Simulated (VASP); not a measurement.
Data:

```yaml
crystal:
  lattice:
    - [3.18893, 0.00000, 0.00000]
    - [-1.59447, 2.76169, 0.00000]
    - [0.00000, 0.00000, 5.19236]
  atoms:
    - { symbol: Ga, position: [0.66667, 0.33333, 0.49908] }
    - { symbol: Ga, position: [0.33333, 0.66667, 0.99908] }
    - { symbol: N, position: [0.66667, 0.33333, 0.87592] }
    - { symbol: N, position: [0.33333, 0.66667, 0.37592] }
```

These are PBE GGA, VASP's PBE PAW potentials (set 64) (plane waves; VASP) values and carry that method's errors. Run with 400 eV cut-off, 10×10×5 Γ-centred mesh, Gaussian smearing of 0.010 eV, potentials Ga_d N.

**Question.** Give the energies of bands 13 to 21 at the high-symmetry points, in eV from the valence-band maximum.

**Answer.** 
| band | Γ | M | K | A | L | H |
|---|---|---|---|---|---|---|
| 13 | -7.05 | -6.45 | -5.35 | -3.84 | -6.59 | -6.16 |
| 14 | -1.03 | -5.29 | -5.35 | -3.84 | -6.59 | -6.16 |
| 15 | -1.03 | -4.20 | -5.27 | -0.53 | -1.94 | -4.19 |
| 16 | -0.03 | -2.75 | -2.97 | -0.53 | -1.94 | -4.19 |
| 17 | 0.00 | -2.20 | -2.97 | -0.53 | -1.89 | -1.47 |
| 18 | 0.00 | -1.00 | -2.72 | -0.53 | -1.89 | -1.47 |
| 19 | 1.90 | 5.06 | 5.17 | 4.24 | 4.40 | 6.40 |
| 20 | 4.24 | 5.55 | 7.79 | 4.24 | 4.40 | 6.40 |
| 21 | 9.20 | 6.05 | 7.79 | 8.47 | 7.76 | 7.33 |

The gap is direct, 1.90 eV, from the valence maximum at Γ to the conduction minimum at Γ.

The structure comes from a computed database's GaN entry (P6_3mc); how it stands against other phases isn't given here. The cell was not relaxed at this level.
